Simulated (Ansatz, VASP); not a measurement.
## ZrSi2N4 (ZrSi2N4 monolayer) in two plane-wave programs

One calculation is typed for both programs; each brings its own data sets. How far apart do they land? The cell is taken from a series of runs on this material, whose earlier steps may have relaxed, scaled, displaced or heated it; both programs get it as it stands.

Main program and level: Ansatz 0.2.0; plane waves, with VASP 6.6.1 beside it; single point at PBE with D3(BJ).

## (1) Starting point

The cell holds 7 atoms: 4 N, 2 Si and 1 Zr. Cell: a = 3.030 Å, b = 3.030 Å, c = 24.954 Å, α = 90.0°, β = 90.0°, γ = 120.0°. Vacuum lies along c.

As a file:

```xyz
7
Lattice="3.0300 0.0000 0.0000 -1.5150 2.6240 0.0000 0.0000 0.0000 24.9537" Properties=species:S:1:pos:R:3
N     0.0000    0.0000    9.0000
N     0.0000    1.7494   11.2148
N     0.0000    1.7494   13.7389
N     0.0000    0.0000   15.9537
Si    0.0000    1.7494    9.4778
Si    0.0000    1.7494   15.4759
Zr    0.0000    0.0000   12.4769
```

## (2) VASP: single point, PBE with D3(BJ)

With cell and atoms fixed, the geometry can't cause a difference; cores, projectors, grids and the points listed under the comparison can.

Lines of VASP's logs that name or quote its potential files are left out, and so is its time.

File INCAR:

```
SYSTEM = ZrSi2N4
PREC = Accurate
ENCUT = 520
EDIFF = 1E-06
NELM = 120
ISMEAR = -1
SIGMA = 0.02585
LREAL = .FALSE.
ALGO = Normal
GGA = PE
IVDW = 12
NBANDS = 27
LASPH = .TRUE.
LORBIT = 11
LWAVE = .FALSE.
LCHARG = .FALSE.
ISIF = 2
LDIPOL = .TRUE.
IDIPOL = 3
DIPOL = 0.5 0.5 0.5
LVHAR = .TRUE.
GGA_COMPAT = .FALSE.
EFERMI = MIDGAP
NELMDL = -8
KPAR = 2
```

File POSCAR:

```
ZrSi2N4
1.0
    3.0299770773      0.0000000000      0.0000000000
   -1.5149885386      2.6240371218      0.0000000000
    0.0000000000      0.0000000000     24.9537233195
N Si Zr
4 2 1
Direct
    0.0000000000      0.0000000000      0.3606676200
    0.3333333333      0.6666666667      0.4494245068
    0.3333333333      0.6666666667      0.5505754932
    0.0000000000      0.0000000000      0.6393323800
    0.3333333333      0.6666666667      0.3798169823
    0.3333333333      0.6666666667      0.6201830177
    0.0000000000      0.0000000000      0.5000000000
```

File KPOINTS:

```
Automatic mesh
0
Gamma
18 18 1
0 0 0
```

PAW data sets: N, Si and Zr_sv (PBE family, release 64).

The run is started by

```
> mpirun -np 2 vasp_std
```

Numbers of over 12 decimals in the logs are rounded to 6 here.

What it wrote:

```text
[banner, memory and clock lines left out]
running    2 mpi-ranks, on    1 nodes
 distrk:  each k-point on    1 cores,    2 groups
 distr:  one band on    1 cores,    1 groups

 POSCAR found type information on POSCAR N SiZr
 POSCAR found :  3 types and       7 ions
 LDA part: xc-table for (Slater+PW92), standard interpolation
 POSCAR, INCAR and KPOINTS ok, starting setup
 FFT: planning ... GRIDC
 FFT: planning ... GRID_SOFT
 FFT: planning ... GRID
 WAVECAR not read
 entering main loop
       N       E                     dE             d eps       ncg     rms          rms(c)
DAV:   1     0.362377188290E+03    0.36238E+03   -0.18878E+04  2086   0.126E+03
DAV:   2    -0.264024048569E+02   -0.38878E+03   -0.37910E+03  2642   0.330E+02
DAV:   3    -0.680615672991E+02   -0.41659E+02   -0.41399E+02  2917   0.107E+02
DAV:   5    -0.700889115795E+02   -0.88784E-01   -0.88776E-01  2980   0.260E+00
DAV:   6    -0.700900818193E+02   -0.11702E-02   -0.11702E-02  2916   0.408E-01
DAV:   7    -0.700901363295E+02   -0.54510E-04   -0.54510E-04  3052   0.569E-02
DAV:   8    -0.700901374212E+02   -0.10916E-05   -0.10917E-05  2860   0.102E-02    0.322E+01
DAV:   9    -0.596349512432E+02    0.10455E+02   -0.50983E+01  2477   0.382E+01    0.127E+01
DAV:  10    -0.596088714622E+02    0.26080E-01   -0.45186E+00  2758   0.116E+01    0.815E+00
DAV:  11    -0.595531633226E+02    0.55708E-01   -0.33726E-01  2785   0.423E+00    0.118E+00
DAV:  12    -0.595541812931E+02   -0.10180E-02   -0.43687E-02  3024   0.144E+00    0.825E-01
DAV:  13    -0.595530229054E+02    0.11584E-02   -0.90293E-03  2772   0.596E-01    0.320E-01
DAV:  14    -0.595521389412E+02    0.88396E-03   -0.26249E-03  3008   0.358E-01    0.955E-02
DAV:  15    -0.595519163249E+02    0.22262E-03   -0.64227E-04  2764   0.150E-01    0.387E-02
[...]
DAV:  20    -0.595527915289E+02   -0.51413E-04   -0.14954E-06  2220   0.732E-03    0.298E-03
DAV:  21    -0.595528410385E+02   -0.49510E-04   -0.19509E-06  1912   0.532E-03    0.123E-03
DAV:  22    -0.595528570063E+02   -0.15968E-04   -0.83784E-07  1943   0.288E-03    0.674E-04
DAV:  23    -0.595528615124E+02   -0.45061E-05   -0.16430E-07  1796   0.132E-03    0.327E-04
DAV:  24    -0.595528663950E+02   -0.48826E-05   -0.19416E-07  1857   0.111E-03    0.237E-04
DAV:  25    -0.595528682492E+02   -0.18542E-05   -0.71946E-08  1757   0.705E-04    0.268E-04
DAV:  26    -0.595528696027E+02   -0.13535E-05   -0.22233E-08  1619   0.590E-04    0.165E-04
DAV:  27    -0.595528699757E+02   -0.37303E-06   -0.11823E-08  1659   0.395E-04
   1 F= -.61285306E+02 E0= -.61285306E+02  d E =-.370037E-11
```

Parts of OUTCAR (step 2):

```text
ion  position               nearest neighbor table
   1  0.000  0.000  0.361-   5 1.81   5 1.81   5 1.81
   2  0.333  0.667  0.449-   5 1.74   7 2.16   7 2.16   7 2.16
   3  0.333  0.667  0.551-   6 1.74   7 2.16   7 2.16   7 2.16
   4  0.000  0.000  0.639-   6 1.81   6 1.81   6 1.81
   5  0.333  0.667  0.380-   2 1.74   1 1.81   1 1.81   1 1.81   7 3.47   7 3.47   7 3.47
   6  0.333  0.667  0.620-   3 1.74   4 1.81   4 1.81   4 1.81   7 3.47   7 3.47   7 3.47
   7  0.000  0.000  0.500-   2 2.16   3 2.16   2 2.16   3 2.16   2 2.16   3 2.16   5 3.47   6 3.47
                             5 3.47   6 3.47   5 3.47   6 3.47

  LATTYP: Found a hexagonal cell.
 ALAT       =     3.0299770773
 C/A-ratio  =     8.2356145551

 Subroutine GETGRP returns: Found 12 space group operations
 (whereof 12 operations were pure point group operations)

The static configuration has the point symmetry D_3h.

 Found     37 irreducible k-points:

   k-points           NKPTS =     37   k-points in BZ     NKDIM =     37   number of bands    NBANDS=     27

   dimension x,y,z NGX =    24 NGY =   24 NGZ =  192
   dimension x,y,z NGXF=    48 NGYF=   48 NGZF=  384

   ENCUT  =  520.0 eV  38.22 Ry    6.18 a.u.   5.63  5.63 46.40*2*pi/ulx,y,z

   NELECT =      40.0000    total number of electrons

 k-points in reciprocal lattice and weights: Automatic mesh
   0.00000000  0.00000000  0.00000000       0.003
   0.05555556  0.00000000  0.00000000       0.019
   0.11111111  0.00000000  0.00000000       0.019
   0.16666667  0.00000000  0.00000000       0.019
   0.22222222  0.00000000  0.00000000       0.019
   0.27777778  0.00000000  0.00000000       0.019
   0.33333333  0.00000000  0.00000000       0.019
   0.38888889  0.00000000  0.00000000       0.019
   0.44444444  0.00000000  0.00000000       0.019
[...]
0.33333333  0.27777778  0.00000000       0.037
   0.33333333  0.33333333  0.00000000       0.006

 dipolmoment           0.000000      0.000000      0.000000 electrons x Angstroem

 average (electrostatic) potential at core
       1 -68.7828       2 -67.9070       3 -67.9070       4 -68.7828       5 -90.3639
       6 -90.3639       7 -83.4513

 E-fermi :  -0.2315

 k-point     1 :       0.0000    0.0000    0.0000
  band No.  band energies     occupation
    ...
     16      -3.1317      2.00000
     17      -3.1317      2.00000
     18      -1.9797      2.00000
     19      -1.9574      2.00000
     20      -1.9574      2.00000
     21       1.2185      0.00000
     22       3.0970      0.00000
     23       3.3479      0.00000
     24       4.0138      0.00000
     25       4.0138      0.00000
    ...

 k-point     2 :       0.0556    0.0000    0.0000
  band No.  band energies     occupation
    ...
     16      -3.1531      2.00000
     17      -3.0793      2.00000
     18      -2.0935      2.00000
     19      -2.0071      2.00000
     20      -1.8360      2.00000
     21       1.2583      0.00000
     22       3.1848      0.00000
     23       3.2102      0.00000
     24       4.0332      0.00000
     25       4.2483      0.00000
    ...

 k-point     3 :       0.1111    0.0000    0.0000
  band No.  band energies     occupation
    ...
     16      -3.0225      2.00000
     17      -2.9275      2.00000
     18      -2.2067      2.00000
     19      -2.1457      2.00000
     20      -1.7750      2.00000
     21       1.2165      0.00000
     22       3.1029      0.00000
     23       3.4631      0.00000
     24       4.0916      0.00000
     25       4.6231      0.00000
    ...

 Edisp (eV)   -1.73244

  Total      -0.03680    -0.03680    -0.01228    -0.00000     0.00000     0.00000
  in kB      -0.29719    -0.29719    -0.09913    -0.00000     0.00000     0.00000
  external pressure =       -0.23 kB  Pullay stress =        0.00 kB

  energy-cutoff  :      520.00
  volume of cell :      198.40
      direct lattice vectors                 reciprocal lattice vectors
     3.029977077  0.000000000  0.000000000     0.330035500  0.190546085  0.000000000
    -1.514988539  2.624037122  0.000000000     0.000000000  0.381092170  0.000000000
     0.000000000  0.000000000 24.953723319     0.000000000  0.000000000  0.040074180

 POSITION                                       TOTAL-FORCE (eV/Angst)
 -----------------------------------------------------------------------------------
      0.00000      0.00000      9.00000         0.000000      0.000000      0.007098
     -0.00000      1.74936     11.21481        -0.000000      0.000000     -0.023629
     -0.00000      1.74936     13.73891        -0.000000     -0.000000      0.023629
      0.00000      0.00000     15.95372         0.000000      0.000000     -0.007098
     -0.00000      1.74936      9.47785         0.000000     -0.000000     -0.008476
     -0.00000      1.74936     15.47588         0.000000     -0.000000      0.008476
      0.00000      0.00000     12.47686         0.000000      0.000000     -0.000000
 -----------------------------------------------------------------------------------
    total drift:                                0.000000     -0.000000     -0.000000

  FREE ENERGIE OF THE ION-ELECTRON SYSTEM (eV)
  ---------------------------------------------------
  free  energy   TOTEN  =       -61.2853059969 eV

  energy  without entropy=      -61.2853059969  energy(sigma->0) =      -61.28530600

 vacuum level on the upper side and lower side of the slab         5.321         5.321

 total charge
# of ion       s       p       d       tot
------------------------------------------
    1        1.215   2.601   0.000   3.816
    2        1.249   2.614   0.000   3.863
    3        1.249   2.614   0.000   3.863
    4        1.215   2.601   0.000   3.816
    5        0.665   0.897   0.000   1.561
    6        0.665   0.897   0.000   1.561
    7        2.221   6.084   1.704  10.009
--------------------------------------------------
tot          8.478  18.307   1.704  28.490

[... 3 further parts left out ...]
```

## (3) Ansatz: single point, PBE with D3(BJ)

Ansatz runs on its default PAW (the set named soft_2) files.

The same cell, functional, mesh and smearing now go to Ansatz, which takes its cutoff from its data sets.

File input.yaml:

```yaml
crystal:
  lattice:
    - [3.0299770773, 0.0, 0.0]
    - [-1.5149885386, 2.6240371218, 0.0]
    - [0.0, 0.0, 24.9537233195]
  atoms:
    - { symbol: "N", position: [0.0, 0.0, 0.36066762] }
    - { symbol: Si, position: [0.3333333333, 0.6666666667, 0.3798169823] }
    - { symbol: "N", position: [0.3333333333, 0.6666666667, 0.4494245068] }
    - { symbol: Zr, position: [0.0, 0.0, 0.5] }
    - { symbol: "N", position: [0.3333333333, 0.6666666667, 0.5505754932] }
    - { symbol: Si, position: [0.3333333333, 0.6666666667, 0.6201830177] }
    - { symbol: "N", position: [0.0, 0.0, 0.63933238] }
kpoints:
  mp_grid: { grid: [18, 18, 1] }
  band_path:
    path: [[0, 0, 0], [0.5, 0, 0], [0.33333333, 0.33333333, 0], [0, 0, 0]]
    npoints: 16
hamiltonian:
  xc: pbe
  dispersion: d3bj
scf:
  occupations: { method: fermi_dirac, width: 0.02585 }
  convergence: { dr2_threshold: 1.0e-10 }
efield:
  axis: 3
  dipole_correction: true
  ramp_position: 0.97
  ramp_width: 0.06
  amplitude: 0
output:
  dos: { projected: true, e_range: [-6, 5] }
  write_potential: true
  write_density: true
  volumetric_format: npy
  elf: true
```

The run is started by

```
> ansatz run input.yaml --threads 2 --pin off --max-ram 3072MiB --backend cpu --events-out ev --progress --plain --runs-dir out
```

What it wrote:

```text
Engine: ansatz 0.2.0, aarch64-unknown-linux-gnu
Pseudopotentials: kind: paw
Pseudopotential: N, paw, valence charge 5, recommended cutoff 420 eV (normal), N.paw.azcp
Pseudopotential: Si, paw, valence charge 4, recommended cutoff 420 eV (normal), Si.paw.azcp
Pseudopotential: Zr, paw, valence charge 12, recommended cutoff 420 eV (normal), Zr.paw.azcp
Functional definition: PBE
  parameter kappa = 0.804
  parameter beta = 0.066725
  exchange = pbe_x(kappa = kappa, mu = beta*pi^2/3)
  correlation = pbe_c(beta = beta)
Crystal: 7 atoms, lattice volume = 198.401 Å³
Basis set: ecut = 420 eV, 3839 PW (Γ)
Bands: 27, of which v1, the nominal top of the filled ones, is band 20 counted from 1 (19 counted from 0)
Symmetry: 6 space group operations
k-points: 37 of 324 (time reversal used)
Non-local potential: N, projectors of the file, l = 0: 2, l = 1: 2, l = 2: 1
Non-local potential: Si, projectors of the file, l = 0: 2, l = 1: 2, l = 2: 2
Non-local potential: Zr, projectors of the file, l = 0: 3, l = 1: 2, l = 2: 2, l = 3: 2
PAW form: soft (Blöchl's): semilocal exchange-correlation on the pseudo side does not see the compensation charge
PAW one-centre angular grid: N, 110 points (default); XC on 64 Gauss nodes
PAW one-centre angular grid: Si, 110 points (default); XC on 64 Gauss nodes
PAW one-centre angular grid: Zr, 590 points (default); XC on 64 Gauss nodes
Initial density: superposition of atomic densities (neutral atoms: chi_scale 0, normalization atom), corrected by the library's trained network
Initial wavefunctions: pseudopotential atomic-orbital guess
Functional: x = pbe(κ = 0.804, μ = 0.219515), c = pbe(β = 0.066725)
SCF iter   1: F=—  HF=-6999.887529 eV  |F-HF|=—  |Δ(HF+E_count)|=         —  Δρ=4.59e-3  dr2=1.35e-1  ethr=1.77e-3  p=-0.000 e·Å  D=-2.38e-14 V/Å  ΔV_dip=0.00 eV  dr2_dipole=1.36e-9  V_vac-E_F(+/−)=4.84/4.84 eV  ⟨swp⟩=9.2  Hψ=6422  notcnv=0  defer=8
efield: sawtooth ramp at fractional position 0.9700 (set: `efield.ramp_position`, or a place that a band, a saddle search or an elastic batch's reference lends), width 0.0600; the density the first Hamiltonian is built on has a dipole p = -0.000 e·Å; the dipole correction subtracts the counter field D = -2.38e-14 V/Å, which shifts the + side's vacuum level by +0.00 eV against the − side's; the planar-averaged density in the ramp window peaks in size at 1.2e-5 e/Å³
preconditioner: auto → none  [insulator: Δε(μ)=1.510 eV  Ē_g=11.684 eV  σ=0.026 eV  W_gap=1.00  n_scr=16 (ndim 8)  ℏωp=14.9 eV  f_vac=0.591  D(μ)=0.00/eV (n_scr^D=0)  ε∞_Penn≈2.6]
SCF iter   2: F=—  HF=-6999.922840 eV  |F-HF|=—  |Δ(HF+E_count)|=   3.53e-2  Δρ=6.36e-3  dr2=3.59e-1  ethr=3.37e-4  p=-0.000 e·Å  D=-2.49e-5 V/Å  ΔV_dip=0.00 eV  dr2_dipole=3.38e-8  V_vac-E_F(+/−)=5.86/5.86 eV  ⟨swp⟩=4.1  Hψ=2277  notcnv=0  defer=89  recentre
SCF iter   3: F=—  HF=-6999.867690 eV  |F-HF|=—  |Δ(HF+E_count)|=   5.51e-2  Δρ=2.10e-3  dr2=1.57e-2  ethr=3.37e-4  p=0.000 e·Å  D=1.20e-5 V/Å  ΔV_dip=-0.00 eV  dr2_dipole=7.13e-9  V_vac-E_F(+/−)=5.23/5.23 eV  ⟨swp⟩=3.6  Hψ=1780  notcnv=0  defer=84
SCF iter   4: F=—  HF=-6999.869151 eV  |F-HF|=—  |Δ(HF+E_count)|=   1.46e-3  Δρ=8.38e-4  dr2=1.43e-3  ethr=3.93e-5  p=-0.000 e·Å  D=-6.60e-5 V/Å  ΔV_dip=0.00 eV  dr2_dipole=2.53e-7  V_vac-E_F(+/−)=5.54/5.54 eV  ⟨swp⟩=3.1  Hψ=1861  notcnv=0  defer=80
SCF iter   5: F=—  HF=-6999.869722 eV  |F-HF|=—  |Δ(HF+E_count)|=   5.71e-4  Δρ=2.48e-4  dr2=8.51e-5  ethr=3.59e-6  p=0.000 e·Å  D=1.63e-4 V/Å  ΔV_dip=-0.00 eV  dr2_dipole=1.50e-6  V_vac-E_F(+/−)=5.57/5.58 eV  ⟨swp⟩=3.1  Hψ=1997  notcnv=0  defer=80
SCF iter   6: F=—  HF=-6999.869763 eV  |F-HF|=—  |Δ(HF+E_count)|=   4.06e-5  Δρ=1.33e-4  dr2=1.59e-4  ethr=2.13e-7  p=-0.001 e·Å  D=-8.81e-4 V/Å  ΔV_dip=0.02 eV  dr2_dipole=4.26e-5  V_vac-E_F(+/−)=5.60/5.58 eV  ⟨swp⟩=2.5  Hψ=1752  notcnv=0  defer=80
SCF iter   7: F=—  HF=-6999.869770 eV  |F-HF|=—  |Δ(HF+E_count)|=   6.93e-6  Δρ=1.18e-4  dr2=1.72e-4  ethr=2.13e-7  p=0.001 e·Å  D=9.51e-4 V/Å  ΔV_dip=-0.02 eV  dr2_dipole=4.87e-5  V_vac-E_F(+/−)=5.58/5.60 eV  ⟨swp⟩=2.5  Hψ=1643  notcnv=0  defer=80
SCF iter   8: F=—  HF=-6999.869755 eV  |F-HF|=—  |Δ(HF+E_count)|=   1.50e-5  Δρ=5.66e-5  dr2=3.58e-5  ethr=2.13e-7  p=0.000 e·Å  D=4.11e-4 V/Å  ΔV_dip=-0.01 eV  dr2_dipole=9.91e-6  V_vac-E_F(+/−)=5.59/5.60 eV  ⟨swp⟩=1.8  Hψ=970  notcnv=0  defer=80
SCF iter   9: F=—  HF=-6999.869746 eV  |F-HF|=—  |Δ(HF+E_count)|=   8.16e-6  Δρ=1.43e-5  dr2=1.31e-6  ethr=8.96e-8  p=0.000 e·Å  D=5.91e-5 V/Å  ΔV_dip=-0.00 eV  dr2_dipole=2.81e-7  V_vac-E_F(+/−)=5.59/5.59 eV  ⟨swp⟩=1.9  Hψ=1037  notcnv=0  defer=80
SCF iter  10: F=—  HF=-6999.869778 eV  |F-HF|=—  |Δ(HF+E_count)|=   3.12e-5  Δρ=3.75e-6  dr2=2.77e-8  ethr=3.28e-9  p=0.000 e·Å  D=1.19e-5 V/Å  ΔV_dip=-0.00 eV  dr2_dipole=1.15e-9  V_vac-E_F(+/−)=5.59/5.59 eV  ⟨swp⟩=2.3  Hψ=1544  notcnv=0  defer=80
SCF iter  11: F=—  HF=-6999.869778 eV  |F-HF|=—  |Δ(HF+E_count)|=   5.86e-9  Δρ=2.06e-6  dr2=1.04e-8  ethr=6.92e-11  p=-0.000 e·Å  D=-7.96e-6 V/Å  ΔV_dip=0.00 eV  dr2_dipole=7.98e-10  V_vac-E_F(+/−)=5.59/5.59 eV  ⟨swp⟩=3.1  Hψ=1921  notcnv=0  defer=80
SCF iter  12: F=—  HF=-6999.869778 eV  |F-HF|=—  |Δ(HF+E_count)|=  5.18e-11  Δρ=8.35e-7  dr2=3.10e-9  ethr=2.60e-11  p=0.000 e·Å  D=9.07e-7 V/Å  ΔV_dip=-0.00 eV  dr2_dipole=7.59e-11  V_vac-E_F(+/−)=5.59/5.59 eV  ⟨swp⟩=2.1  Hψ=1392  notcnv=0  defer=80
SCF iter  13: F=—  HF=-6999.869778 eV  |F-HF|=—  |Δ(HF+E_count)|=  1.11e-10  Δρ=3.34e-7  dr2=1.23e-9  ethr=7.74e-12  p=0.000 e·Å  D=1.72e-6 V/Å  ΔV_dip=-0.00 eV  dr2_dipole=1.16e-10  V_vac-E_F(+/−)=5.59/5.59 eV  ⟨swp⟩=2.2  Hψ=1407  notcnv=0  defer=80
SCF iter  14: F=-6999.869778 eV  HF=-6999.869778 eV  |F-HF|=5.73e-11  |Δ(HF+E_count)|=  1.67e-10  Δρ=1.60e-7  dr2=7.61e-11  ethr=1.00e-12  p=0.000 e·Å  D=4.88e-7 V/Å  ΔV_dip=-0.00 eV  dr2_dipole=9.96e-12  V_vac-E_F(+/−)=5.59/5.59 eV  ⟨swp⟩=11.5  Hψ=4201  notcnv=0
SCF 1 converged in 14 iterations: F = -6999.869778 eV  dr2 = 7.61e-11
  greatest PAW one-centre occupation: 0.996 electrons in one spin orbital (limit 2), on the Zr atom at site 3 (counted from 0), in its partial waves of l = 0
NSCF: frozen V_eff on 49 k-points
efield: sawtooth ramp at fractional position 0.9700 (kept from the solve that this one continues, or follows in the run), width 0.0600; the density the first Hamiltonian is built on has a dipole p = 0.000 e·Å; the dipole correction subtracts the counter field D = 4.88e-7 V/Å, which shifts the + side's vacuum level by -0.00 eV against the − side's; the planar-averaged density in the ramp window peaks in size at 4.0e-7 e/Å³
WARN: The output density's exchange-correlation potential varies sharply where the density is thin. Do not read a vacuum level from v_tot or v_xc, or from such a field of the output density. On a cell that repeats whose density bears no net charge and no dipole along the vacuum's axis use v_es (v_loc + v_h of the components); under efield.dipole_correction with no amplitude use v_es + v_field, which holds any externa [...]
SCF converged after 14 iterations
Free energy (F): -6999.869778 eV
Harris-Foulkes:  -6999.869778 eV  (|F-HF|=5.73e-11)
Internal energy: -6999.869778 eV  (E = F + TS)
E sigma→0 (E₀):  -6999.869778 eV
Fermi energy:    0.834005 eV
Dipole field:    D = -0.000004 V/Å  (p = -0.000004 e·Å, saw-weighted, corrected)
Work function:   Φ+ = 5.5914 eV   Φ− = 5.5913 eV
Levels:          The Fermi level and band energies are counted from a zero that moves with the ramp; work functions are not
--- Per-component energies (eV) ---
  E_band       = -449.241030
  E_kinetic    = 959.076443
  E_local      = -36220.786885  (includes V_loc(G=0)·N_el)
  E_nonlocal   = 306.082327
  E_hartree    = 17633.382233
  E_xc         = -518.876461
  E_vxc        = -598.733955  (∫ρ·V_xc dr)
  E_paw        = -4488.644832  (= ΣΔE_a)
  E_vpaw       = -161.642788  (= ΣTr[D̂ρ^β])
  E_aug_tail   = 0.000429  (compensation charges beyond the density's cutoff)
  E_efield     = 0.000000  (sawtooth field / dipole correction)
  E_vefield    = 0.000000  (∫n·V_field dr)
  E_ewald      = 15331.629760
  E_disp       = -1.732792  (pairwise vdW)
  E_smearing   = -0.000000  (= −TS)
  E_closure    = 0.000000  (closes the sum)
  Σ components = -6999.869778   (vs F -6999.869778, Δ=0.00e0)
--- Band table (eV; the first three rows and the last of 37) ---
  k-point 0: bands = [... 16 lower, -2.0302, -0.8743, -0.8558, -0.8558, 2.3184, 4.1946, 4.4464, 5.1170, ... 3 higher]
  k-point 1: bands = [... 16 lower, -1.9780, -0.9904, -0.9056, -0.7322, 2.3587, 4.2840, 4.3081, 5.1362, ... 3 higher]
  k-point 2: bands = [... 16 lower, -1.8266, -1.1041, -1.0441, -0.6712, 2.3172, 4.2033, 4.5623, 5.1941, ... 3 higher]
  k-point 36: bands = [... 16 lower, -2.5330, -2.2402, -0.5236, 0.2284, 2.0672, 4.8885, 5.5764, 6.8379, ... 3 higher]
```

## (4) Differences

Known differences besides the potentials themselves: the cutoff is 420 eV in Ansatz and 520 eV in VASP. Total energies have different zeros and are not compared.

Both answers:

| quantity | Ansatz | VASP | difference |
| --- | --- | --- | --- |
| gap on the k mesh (eV) | 1.283 | 1.285 | -0.002 |

A gap on the mesh is an upper bound, since the band edges may lie between its points. With vacuum in the cell, a pressure given here is an average over mostly empty space and none of the material.

## (5) Results

| Quantity | Value |
| --- | --- |
| difference in gap on the k mesh (single point, PBE with D3(BJ)) | -0.0020 eV |

**Reading.** The difference in gap on the k mesh is -0.0020 eV (single point, PBE with D3(BJ)), within the 0.08 eV picked in this series as the mark of a large difference. How closely two codes agree says nothing of how well the functional describes the real material.

[Lines on the potential files, build, host, timing and source positions are cut from VASP's logs without a mark.]

[Logs are printed without paths, hosts, clocks, repeated set-up lines and the standing remarks that a program may print on its own settings, such as how far it seeks lower states.]

[Hosts, paths, dates, database ids (printed as entryN), source tags and the programs' standing remarks are cut or masked in the printed files.]
